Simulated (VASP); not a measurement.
Computed with r2SCAN meta-GGA, VASP's PBE PAW potentials (set 64) (plane waves; VASP).

VASP ran on this input.

File POSCAR:
```
BAs
1
    0.0000000000     2.3932033126     2.3932033126
    2.3932033126     0.0000000000     2.3932033126
    2.3932033126     2.3932033126     0.0000000000
B As
1 1
Direct
  0.2500000000   0.2500000000   0.2500000000
  0.0000000000   0.0000000000   0.0000000000
```

File KPOINTS:
```
Automatic mesh
0
Gamma
17 17 17
0 0 0
```

**INCAR**
```
ALGO = Normal
CSHIFT = 0.1
EDIFF = 1E-7
ENCUT = 520
ISMEAR = 0
LASPH = .TRUE.
LCHARG = .FALSE.
LMAXMIX = 4
LMIXTAU = .TRUE.
LOPTICS = .TRUE.
LPEAD = .TRUE.
LREAL = .FALSE.
LWAVE = .FALSE.
METAGGA = R2SCAN
NBANDS = 24
NEDOS = 1001
NELM = 100
PREC = Accurate
SIGMA = 0.01
SYSTEM = BAs
```

POTCAR, in this order: B As (PBE.64 set). Program: vasp_std.

The run wrote:

**OSZICAR**
```
       N       E                     dE             d eps       ncg     rms          rms(c)
DAV:   1     0.400750457328E+01    0.40075E+01   -0.34240E+03  7920   0.298E+02
DAV:   2    -0.232221188977E+02   -0.27230E+02   -0.26243E+02 10144   0.808E+01
DAV:   3    -0.238455518582E+02   -0.62343E+00   -0.62120E+00  9904   0.885E+00
DAV:   4    -0.238462493267E+02   -0.69747E-03   -0.69746E-03  8984   0.348E-01
DAV:   5    -0.238462498352E+02   -0.50843E-06   -0.50845E-06 10048   0.926E-03    0.495E+00
DAV:   6    -0.222073545403E+02    0.16389E+01   -0.67882E-01  8416   0.242E+00    0.282E+00
DAV:   7    -0.220329266916E+02    0.17443E+00   -0.30783E-01  7960   0.148E+00    0.867E-01
DAV:   8    -0.220846299390E+02   -0.51703E-01   -0.15990E-01  7944   0.136E+00    0.398E-01
DAV:   9    -0.222354375535E+02   -0.15081E+00   -0.15525E-02  9432   0.502E-01    0.165E-01
DAV:  10    -0.222526514724E+02   -0.17214E-01   -0.43958E-03  8704   0.299E-01    0.777E-02
DAV:  11    -0.222535323339E+02   -0.88086E-03   -0.36341E-03  8256   0.282E-01    0.312E-02
DAV:  12    -0.222564296858E+02   -0.28974E-02   -0.78584E-04  8088   0.121E-01    0.101E-02
DAV:  13    -0.222565166589E+02   -0.86973E-04   -0.43050E-05 10152   0.284E-02    0.446E-03
DAV:  14    -0.222565223330E+02   -0.56740E-05   -0.40990E-06  8712   0.905E-03    0.181E-03
DAV:  15    -0.222565238930E+02   -0.15600E-05   -0.12547E-06  8752   0.496E-03    0.117E-03
DAV:  16    -0.222565287355E+02   -0.48425E-05   -0.66512E-07  9256   0.394E-03    0.606E-04
DAV:  17    -0.222565282192E+02    0.51634E-06   -0.15816E-07  8936   0.117E-03    0.142E-04
DAV:  18    -0.222565283392E+02   -0.12002E-06   -0.58812E-09  5208   0.310E-04    0.679E-05
DAV:  19    -0.222565283242E+02    0.14994E-07   -0.24664E-10  4552   0.629E-05
   1 F= -.22256528E+02 E0= -.22256528E+02  d E =-.113283E-15
 imaginary and real dielectric function
```

File OUTCAR:
```
------------------------ aborting loop because EDIFF is reached ----------------------------------------
  FORCE on cell =-STRESS in cart. coord.  units (eV):
  Direction    XX          YY          ZZ          XY          YZ          ZX
  --------------------------------------------------------------------------------------
  Total        0.0033563      0.0033563      0.0033563      0.0000000      0.0000000     -0.0000000
  in kB        0.1961559      0.1961559      0.1961559      0.0000000      0.0000000     -0.0000000
  external PRESSURE =       0.1961559 kB  Pullay stress =       0.0000000 kB
  volume of cell :       27.41
      direct lattice vectors                 reciprocal lattice vectors
     0.000000000  2.393203313  2.393203313    -0.208924999  0.208924999  0.208924999
     2.393203313  0.000000000  2.393203313     0.208924999 -0.208924999  0.208924999
     2.393203313  2.393203313  0.000000000     0.208924999  0.208924999 -0.208924999
  FREE ENERGIE OF THE ION-ELECTRON SYSTEM (eV)
  ---------------------------------------------------
  free  energy   TOTEN  =       -22.2565283242 eV

  energy  without entropy=      -22.2565283242  energy(sigma->0) =      -22.25652832

 plasma frequency squared (from intraband transitions) (eV^2)
  --------------------------------------------------------------------------------------
       0.000       0.000       0.000
       0.000       0.000       0.000
       0.000       0.000       0.000

 plasma frequency squared (from interband transitions, int dw w eps(2)(w)) (eV^2)
  --------------------------------------------------------------------------------------
     409.348       0.000      -0.000       0.000       0.000      -0.000
      -0.000      -0.000     409.348       0.000      -0.000       0.000
       0.000       0.000      -0.000      -0.000     409.348       0.000
```
(Selected blocks of OUTCAR.)

The structure comes from a computed database's BAs entry (F-43m); how it stands against other phases isn't given here. It was relaxed first.
